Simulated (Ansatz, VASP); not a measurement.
**CoSi: VASP beside Ansatz**

Wanted: the spread between two codes on one cell, functional and k mesh. The cell comes out of the VASP series on this material, whose earlier steps may have relaxed, scaled or displaced it; both programs get it as it stands.

Calculated with Ansatz 0.2.0; plane waves, with VASP 6.6.1 beside it; relaxation of cell and atoms at PBEsol with D3(BJ), DFT+U and zone-centre phonons at PBEsol with D3(BJ), DFT+U.

### 1. Starting point

It takes space group P2_13 (No. 198, cubic). Conventional cell: a = 4.285 Å, b = 4.285 Å, c = 4.285 Å, α = 90.00°, β = 90.00°, γ = 90.00°. Nearest to Co lie 7 Si at 2.25 to 2.35 Å. Nearest to Si lie 7 Co at 2.25 to 2.35 Å. Farther neighbours are not listed.

### 2. VASP: relaxation of cell and atoms, PBEsol with D3(BJ), DFT+U

The relaxed volume is the usual yardstick between codes: its relative difference is about their pressure difference at one cell divided by the bulk modulus.

Lines of VASP's logs that name or quote its potential files are left out, and so is its time.

INCAR reads:

```
SYSTEM = CoSi
PREC = Accurate
ENCUT = 400
EDIFF = 1E-06
NELM = 100
ISMEAR = 0
SIGMA = 0.05
LREAL = .FALSE.
ALGO = Normal
GGA = PS
IVDW = 12
NBANDS = 43
ISPIN = 2
MAGMOM = 2 2 2 2 0 0 0 0
LDAU = .TRUE.
LDAUTYPE = 2
LDAUL = 2 -1
LDAUU = 4 0
LDAUJ = 0 0
LDAUPRINT = 1
LASPH = .TRUE.
LMAXMIX = 4
LORBIT = 11
LWAVE = .FALSE.
LCHARG = .FALSE.
KPAR = 4
IBRION = 2
NSW = 60
ISIF = 3
EDIFFG = -0.01
```

POSCAR reads:

```
CoSi
1.0
    4.2850269963      0.0000000000      0.0000000000
    0.0000000000      4.2850269963      0.0000000000
    0.0000000000      0.0000000000      4.2850269963
Co Si
4 4
Direct
    0.8538404270      0.6461595730      0.3538404270
    0.6461595730      0.3538404270      0.8538404270
    0.3538404270      0.8538404270      0.6461595730
    0.1461595730      0.1461595730      0.1461595730
    0.1567342484      0.3432657516      0.6567342484
    0.3432657516      0.6567342484      0.1567342484
    0.6567342484      0.1567342484      0.3432657516
    0.8432657516      0.8432657516      0.8432657516
```

KPOINTS reads:

```
Automatic mesh
0
Gamma
5 5 5
0 0 0
```

The projector-augmented-wave data sets are Co and Si (PBE family, release 64).

Started as:

```
$ mpirun -np 4 vasp_std
```

Numbers of over 12 decimals in the logs are rounded to 6 here.

The log of the run:

```text
[banner, memory and clock lines left out]
running    4 mpi-ranks, on    1 nodes
 distrk:  each k-point on    1 cores,    4 groups
 distr:  one band on    1 cores,    1 groups

 POSCAR found type information on POSCAR CoSi
 POSCAR found :  2 types and       8 ions
|                                                                             |
|               ----> ADVICE to this user running VASP <----                  |
|                                                                             |
|     You enforced a specific xc type in the INCAR file but a different       |
|     [... a line on the potential file left out ...]
|     I HOPE YOU KNOW WHAT YOU ARE DOING!                                     |
|                                                                             |

 LDA part: xc-table for (Slater+PW92), standard interpolation
 POSCAR, INCAR and KPOINTS ok, starting setup
 FFT: planning ... GRIDC
 FFT: planning ... GRID_SOFT
 FFT: planning ... GRID
 WAVECAR not read
 entering main loop
       N       E                     dE             d eps       ncg     rms          rms(c)
DAV:   1     0.332331396341E+03    0.33233E+03   -0.17902E+04  1892   0.117E+03
DAV:   2    -0.195973056151E+02   -0.35193E+03   -0.32681E+03  1892   0.290E+02
DAV:   3    -0.477684762813E+02   -0.28171E+02   -0.26644E+02  2110   0.985E+01
DAV:   4    -0.485354192053E+02   -0.76694E+00   -0.76244E+00  2240   0.161E+01
DAV:   5    -0.485588446709E+02   -0.23425E-01   -0.23418E-01  2421   0.250E+00    0.345E+01
DAV:   6    -0.521145208476E+02   -0.35557E+01   -0.43864E+01  2218   0.101E+02    0.218E+01
DAV:   7    -0.456683893594E+02    0.64461E+01   -0.24119E+01  2172   0.769E+01    0.920E+00
DAV:   8    -0.456466972376E+02    0.21692E-01   -0.15387E+00  2418   0.711E+00    0.376E+00
DAV:   9    -0.457690451658E+02   -0.12235E+00   -0.14117E-01  2939   0.438E+00    0.188E+00
DAV:  10    -0.458167497706E+02   -0.47705E-01   -0.74959E-02  2807   0.247E+00    0.983E-01
DAV:  11    -0.458329327564E+02   -0.16183E-01   -0.31147E-02  2877   0.186E+00    0.339E-01
DAV:  12    -0.458357404157E+02   -0.28077E-02   -0.15307E-02  2186   0.913E-01    0.222E-01
DAV:  13    -0.458362349283E+02   -0.49451E-03   -0.90101E-04  2206   0.288E-01    0.931E-02
DAV:  14    -0.458363624144E+02   -0.12749E-03   -0.21849E-04  2312   0.111E-01    0.424E-02
DAV:  15    -0.458363845030E+02   -0.22089E-04   -0.46282E-05  2210   0.515E-02    0.176E-02
DAV:  16    -0.458363883266E+02   -0.38236E-05   -0.13898E-05  2030   0.385E-02    0.977E-03
DAV:  17    -0.458363892604E+02   -0.93378E-06   -0.24434E-06  1402   0.153E-02
   1 F= -.49699008E+02 E0= -.49698486E+02  d E =-.496990E+02  mag=     0.0002
 curvature:   0.00 expect dE= 0.000E+00 dE for cont linesearch  0.000E+00
 trial: gam= 0.00000 g(F)=  0.134E-04 g(S)=  0.283E-03 ort = 0.000E+00 (trialstep = 0.100E+01)
 search vector abs. value=  0.296E-03
 bond charge predicted
       N       E                     dE             d eps       ncg     rms          rms(c)
DAV:   1    -0.458304945700E+02    0.58938E-02   -0.31684E-02  2152   0.208E+00    0.544E-01
DAV:   2    -0.458317652571E+02   -0.12707E-02   -0.25645E-02  2182   0.251E+00    0.499E-01
DAV:   3    -0.458275943856E+02    0.41709E-02   -0.92807E-03  2179   0.155E+00    0.101E-01
DAV:   4    -0.458274939359E+02    0.10045E-03   -0.31305E-04  2094   0.114E-01    0.191E-02
DAV:   5    -0.458274879274E+02    0.60085E-05   -0.13747E-05  2748   0.335E-02    0.951E-03
DAV:   6    -0.458274875653E+02    0.36213E-06   -0.15294E-06  1327   0.957E-03
   2 F= -.49698933E+02 E0= -.49698413E+02  d E =0.749687E-04  mag=    -0.0000
 trial-energy change:    0.000075  1 .order    0.000075   -0.000296    0.000446
 step:   0.3994(harm=  0.3994)  dis= 0.00009  next Energy=   -49.699067 (dE=-0.592E-04)
 bond charge predicted
       N       E                     dE             d eps       ncg     rms          rms(c)
DAV:   1    -0.458340135607E+02   -0.65256E-02   -0.11325E-02  2146   0.125E+00    0.325E-01
DAV:   2    -0.458344647004E+02   -0.45114E-03   -0.92605E-03  2182   0.150E+00    0.300E-01
DAV:   3    -0.458329658689E+02    0.14988E-02   -0.33030E-03  2179   0.923E-01    0.611E-02
DAV:   4    -0.458329236205E+02    0.42248E-04   -0.11261E-04  2005   0.670E-02    0.119E-02
DAV:   5    -0.458329217864E+02    0.18341E-05   -0.48850E-06  2380   0.210E-02    0.568E-03
DAV:   6    -0.458329218378E+02   -0.51367E-07   -0.65951E-07  1088   0.625E-03
   3 F= -.49699063E+02 E0= -.49698542E+02  d E =-.548081E-04  mag=    -0.0000
 curvature:  -0.20 expect dE=-0.275E-05 dE for cont linesearch -0.463E-06
 trial: gam= 0.00000 g(F)=  0.900E-05 g(S)=  0.477E-05 ort =-0.262E-04 (trialstep = 0.880E+00)
 search vector abs. value=  0.138E-04
 reached required accuracy - stopping structural energy minimisation
```

Parts of OUTCAR (step 2):

```text
ion  position               nearest neighbor table
   1  0.854  0.646  0.354-   5 2.25   6 2.26   7 2.26   8 2.26   7 2.35   8 2.35   6 2.35   2 2.64
                             2 2.64   3 2.64   4 2.64   3 2.64   4 2.64
   2  0.646  0.354  0.854-   6 2.25   5 2.26   7 2.26   8 2.26   5 2.35   7 2.35   8 2.35   1 2.64
                             1 2.64   3 2.64   3 2.64   4 2.64   4 2.64
   3  0.354  0.854  0.646-   7 2.25   6 2.26   5 2.26   8 2.26   6 2.35   5 2.35   8 2.35   1 2.64
                             4 2.64   2 2.64   2 2.64   1 2.64   4 2.64
   4  0.146  0.146  0.146-   8 2.25   6 2.26   7 2.26   5 2.26   6 2.35   5 2.35   7 2.35   2 2.64
                             3 2.64   1 2.64   3 2.64   1 2.64   2 2.64
   5  0.157  0.343  0.657-   1 2.25   2 2.26   3 2.26   4 2.26   3 2.35   4 2.35   2 2.35   7 2.65
                             8 2.65   8 2.65   7 2.65   6 2.65   6 2.65
   6  0.343  0.657  0.157-   2 2.25   1 2.26   3 2.26   4 2.26   1 2.35   3 2.35   4 2.35   7 2.65
                             8 2.65   7 2.65   8 2.65   5 2.65   5 2.65
   7  0.657  0.157  0.343-   3 2.25   2 2.26   1 2.26   4 2.26   2 2.35   1 2.35   4 2.35   5 2.65
                             6 2.65   6 2.65   5 2.65   8 2.65   8 2.65
   8  0.843  0.843  0.843-   4 2.25   2 2.26   3 2.26   1 2.26   2 2.35   1 2.35   3 2.35   5 2.65
                             6 2.65   5 2.65   6 2.65   7 2.65   7 2.65

  LATTYP: Found a simple cubic cell.
 ALAT       =     4.2850269963

 Subroutine GETGRP returns: Found 12 space group operations
 (whereof  3 operations were pure point group operations)

The static configuration has the point symmetry C_3 .
 The point group associated with its full space group is T   .

 Found     11 irreducible k-points:

   k-points           NKPTS =     11   k-points in BZ     NKDIM =     11   number of bands    NBANDS=     43

   dimension x,y,z NGX =    28 NGY =   28 NGZ =   28
   dimension x,y,z NGXF=    56 NGYF=   56 NGZF=   56

   ENCUT  =  400.0 eV  29.40 Ry    5.42 a.u.   6.99  6.99  6.99*2*pi/ulx,y,z

   NELECT =      52.0000    total number of electrons

 k-points in reciprocal lattice and weights: Automatic mesh
   0.00000000  0.00000000  0.00000000       0.008
   0.20000000  0.00000000  0.00000000       0.048
   0.40000000  0.00000000  0.00000000       0.048
   0.20000000  0.20000000  0.00000000       0.096
   0.40000000  0.20000000  0.00000000       0.096
  -0.20000000  0.40000000  0.00000000       0.096
   0.40000000  0.40000000  0.00000000       0.096
   0.20000000  0.20000000  0.20000000       0.064
   0.40000000  0.20000000  0.20000000       0.192
   0.40000000  0.40000000  0.20000000       0.192
   0.40000000  0.40000000  0.40000000       0.064

 Edisp (eV)   -3.87145

atom =   1  type =  1  l = 2

 onsite density matrix

spin component  1

  0.7765  0.0159 -0.0105 -0.0159  0.0045
  0.0159  0.7765  0.0013 -0.0159 -0.0113
 -0.0105  0.0013  0.8114 -0.0092  0.0000
 -0.0159 -0.0159 -0.0092  0.7765 -0.0068
  0.0045 -0.0113  0.0000 -0.0068  0.8114

spin component  2

 occupancies and eigenvectors

  o =  0.7570  v =  0.0000  0.0000  0.0000  0.0000  0.0000  0.6317 -0.7279  0.1232 -0.0961 -0.2162      0.0000  0.0000  0.0000  0.0000  0.0000  0.0000  0.0000  0.0000  0.0000  0.0000
  o =  0.7570  v =  0.0000  0.0000  0.0000  0.0000  0.0000 -0.4757 -0.3092 -0.2162 -0.7849 -0.1232      0.0000  0.0000  0.0000  0.0000  0.0000  0.0000  0.0000  0.0000  0.0000  0.0000
  o =  0.7570  v =  0.1989  0.5634  0.1529  0.7623  0.1963  0.0000  0.0000  0.0000  0.0000  0.0000      0.0000  0.0000  0.0000  0.0000  0.0000  0.0000  0.0000  0.0000  0.0000  0.0000
  o =  0.7570  v =  0.7654 -0.5549  0.1963  0.2105 -0.1529  0.0000  0.0000  0.0000  0.0000  0.0000      0.0000  0.0000  0.0000  0.0000  0.0000  0.0000  0.0000  0.0000  0.0000  0.0000
  o =  0.8083  v = -0.5774 -0.5774  0.0000  0.5774 -0.0000  0.0000  0.0000  0.0000  0.0000  0.0000      0.0000  0.0000  0.0000  0.0000  0.0000  0.0000  0.0000  0.0000  0.0000  0.0000
  o =  0.8083  v =  0.0000  0.0000  0.0000  0.0000  0.0000 -0.5774 -0.5774 -0.0000  0.5774 -0.0000      0.0000  0.0000  0.0000  0.0000  0.0000  0.0000  0.0000  0.0000  0.0000  0.0000
  o =  0.8150  v = -0.0567  0.1973 -0.1203  0.1406 -0.9610  0.0000  0.0000  0.0000  0.0000  0.0000      0.0000  0.0000  0.0000  0.0000  0.0000  0.0000  0.0000  0.0000  0.0000  0.0000
  o =  0.8150  v =  0.1951 -0.0484 -0.9610  0.1467  0.1203  0.0000  0.0000  0.0000  0.0000  0.0000      0.0000  0.0000  0.0000  0.0000  0.0000  0.0000  0.0000  0.0000  0.0000  0.0000
  o =  0.8150  v =  0.0000  0.0000  0.0000  0.0000  0.0000  0.2032 -0.1016 -0.8892  0.1016  0.3838      0.0000  0.0000  0.0000  0.0000  0.0000  0.0000  0.0000  0.0000  0.0000  0.0000
[...]
o =  0.7570  v = -0.1355  0.7425 -0.0580 -0.6070 -0.2420  0.0000  0.0000  0.0000  0.0000  0.0000      0.0000  0.0000  0.0000  0.0000  0.0000  0.0000  0.0000  0.0000  0.0000  0.0000
  o =  0.8083  v =  0.5774  0.5774  0.0000  0.5774  0.0000  0.0000  0.0000  0.0000  0.0000  0.0000      0.0000  0.0000  0.0000  0.0000  0.0000  0.0000  0.0000  0.0000  0.0000  0.0000
  o =  0.8083  v =  0.0000  0.0000  0.0000  0.0000  0.0000 -0.5774 -0.5774 -0.0000 -0.5774 -0.0000      0.0000  0.0000  0.0000  0.0000  0.0000  0.0000  0.0000  0.0000  0.0000  0.0000
  o =  0.8150  v = -0.2032  0.1016 -0.8892  0.1016  0.3838  0.0000  0.0000  0.0000  0.0000  0.0000      0.0000  0.0000  0.0000  0.0000  0.0000  0.0000  0.0000  0.0000  0.0000  0.0000
  o =  0.8150  v =  0.0000  0.1760  0.3838 -0.1760  0.8892  0.0000  0.0000  0.0000  0.0000  0.0000      0.0000  0.0000  0.0000  0.0000  0.0000  0.0000  0.0000  0.0000  0.0000  0.0000
  o =  0.8150  v =  0.0000  0.0000  0.0000  0.0000  0.0000  0.2032 -0.1016  0.8892 -0.1016 -0.3838      0.0000  0.0000  0.0000  0.0000  0.0000  0.0000  0.0000  0.0000  0.0000  0.0000
  o =  0.8150  v =  0.0000  0.0000  0.0000  0.0000  0.0000  0.0000  0.1760  0.3838 -0.1760  0.8892      0.0000  0.0000  0.0000  0.0000  0.0000  0.0000  0.0000  0.0000  0.0000  0.0000

 average (electrostatic) potential at core
       1 -74.0941       2 -74.0941       3 -74.0941       4 -74.0941       5 -76.0263
       6 -76.0263       7 -76.0263       8 -76.0263

 E-fermi :  13.1758

 spin component 1
 k-point     1 :       0.0000    0.0000    0.0000
  band No.  band energies     occupation
    ...
     23      12.0780      1.00000
     24      12.0780      1.00000
     25      13.1452      0.80686
     26      13.1452      0.80686
     27      13.1452      0.80686
     28      16.2462      0.00000
     29      16.2462      0.00000
     30      16.2462      0.00000
     31      16.6165      0.00000
     32      16.6165      0.00000
    ...

 k-point     2 :       0.2000    0.0000    0.0000
  band No.  band energies     occupation
    ...
     22      11.9993      1.00000
     23      12.1184      1.00000
     24      12.3366      1.00000
     25      12.8446      1.00000
     26      13.0260      0.99999
     27      13.8901      0.00000
     28      15.4105      0.00000
     29      15.4592      0.00000
     30      15.7427      0.00000
     31      16.0843      0.00000
    ...

 k-point     3 :       0.4000    0.0000    0.0000
  band No.  band energies     occupation
    ...
     22      11.8359      1.00000
     23      12.2578      1.00000
     24      12.3534      1.00000
     25      12.6431      1.00000
     26      12.7278      1.00000
     27      14.2980      0.00000
     28      14.6372      0.00000
     29      15.0710      0.00000
     30      15.1836      0.00000
     31      17.3767      0.00000
    ...

 k-point     4 :       0.2000    0.2000    0.0000
  band No.  band energies     occupation
    ...
     22      11.8388      1.00000
     23      12.0499      1.00000
     24      12.3444      1.00000
     25      12.7132      1.00000
     26      13.0682      0.99884
     27      14.0019      0.00000
     28      15.3030      0.00000
     29      15.4569      0.00000
     30      15.7353      0.00000
     31      16.1453      0.00000
    ...

 k-point     5 :       0.4000    0.2000    0.0000
  band No.  band energies     occupation
    ...
     22      11.6708      1.00000
     23      12.0758      1.00000
     24      12.2638      1.00000
     25      12.5474      1.00000
     26      12.7942      1.00000
     27      14.5685      0.00000
     28      15.0640      0.00000
     29      15.2026      0.00000
     30      15.7900      0.00000
     31      16.4222      0.00000
    ...

 k-point     6 :      -0.2000    0.4000    0.0000
  band No.  band energies     occupation
    ...
     22      11.6770      1.00000
     23      12.1244      1.00000
     24      12.2989      1.00000
     25      12.5869      1.00000
     26      12.8916      1.00000
     27      14.1810      0.00000
     28      14.6192      0.00000
     29      15.5986      0.00000
     30      15.9575      0.00000
     31      16.5001      0.00000
    ...

 Edisp (eV)   -3.86614

  Total       0.01623     0.01623     0.01623     0.00000     0.00000     0.00000
  in kB       0.33082     0.33082     0.33082     0.00000     0.00000     0.00000
  external pressure =        0.33 kB  Pullay stress =        0.00 kB

  energy-cutoff  :      400.00
  volume of cell :       78.61
      direct lattice vectors                 reciprocal lattice vectors
     4.283736290  0.000000000 -0.000000000     0.233441074 -0.000000000 -0.000000000
     0.000000000  4.283736290  0.000000000     0.000000000  0.233441074  0.000000000
     0.000000000 -0.000000000  4.283736290     0.000000000 -0.000000000  0.233441074

 POSITION                                       TOTAL-FORCE (eV/Angst)
 -----------------------------------------------------------------------------------
      3.65764      2.76797      1.51577        -0.000771      0.000771     -0.000771
      2.76797      1.51577      3.65764         0.000771     -0.000771     -0.000771
      1.51577      3.65764      2.76797        -0.000771     -0.000771      0.000771
      0.62610      0.62610      0.62610         0.000771      0.000771      0.000771
      0.67132      1.47055      2.81318        -0.003868      0.003868     -0.003868
      1.47055      2.81318      0.67132         0.003868     -0.003868     -0.003868
      2.81318      0.67132      1.47055        -0.003868     -0.003868      0.003868
      3.61242      3.61242      3.61242         0.003868      0.003868      0.003868
 -----------------------------------------------------------------------------------
    total drift:                                0.000000      0.000000      0.000000

  FREE ENERGIE OF THE ION-ELECTRON SYSTEM (eV)
  ---------------------------------------------------
  free  energy   TOTEN  =       -49.6990628427 eV

  energy  without entropy=      -49.6980207177  energy(sigma->0) =      -49.69854178

 reached required accuracy - stopping structural energy minimisation

 total charge
# of ion       s       p       d       tot
------------------------------------------
    1        0.472   0.705   7.857   9.035
    2        0.472   0.705   7.857   9.035
    3        0.472   0.705   7.857   9.035
    4        0.472   0.705   7.857   9.035
    5        0.725   0.935   0.000   1.659
    6        0.725   0.935   0.000   1.659
    7        0.725   0.935   0.000   1.659
    8        0.725   0.935   0.000   1.659
--------------------------------------------------
tot          4.789   6.560  31.430  42.779

 magnetization (x)
# of ion       s       p       d       tot
------------------------------------------
    1       -0.000  -0.000  -0.000  -0.000
    2       -0.000  -0.000  -0.000  -0.000
    3       -0.000  -0.000  -0.000  -0.000
    4       -0.000  -0.000  -0.000  -0.000
    5        0.000   0.000   0.000   0.000
    6        0.000   0.000   0.000   0.000
    7        0.000   0.000   0.000   0.000
    8        0.000   0.000   0.000   0.000
--------------------------------------------------
tot         -0.000   0.000  -0.000  -0.000

[... 1 further part left out ...]
```

The moments of the start collapse, so the state is non-magnetic; other starts or orders were not tried. A U on the itinerant d states of such a compound is hard to justify; it moves the bands at the Fermi level. Dispersion corrections of this kind ignore metallic screening and tend to overbind metals. The run keeps the 12 symmetry operations of its start, so it cannot find a distortion of lower symmetry.

(Part 1 of 2 ends here.)

[Lines on the potential files, build, host, timing and source positions are cut from VASP's logs without a mark.]

[Logs are printed without paths, hosts, clocks, repeated set-up lines and the standing remarks that a program may print on its own settings, such as how far it seeks lower states.]

[Hosts, paths, dates, database ids (printed as entryN), source tags and the programs' standing remarks are cut or masked in the printed files.]
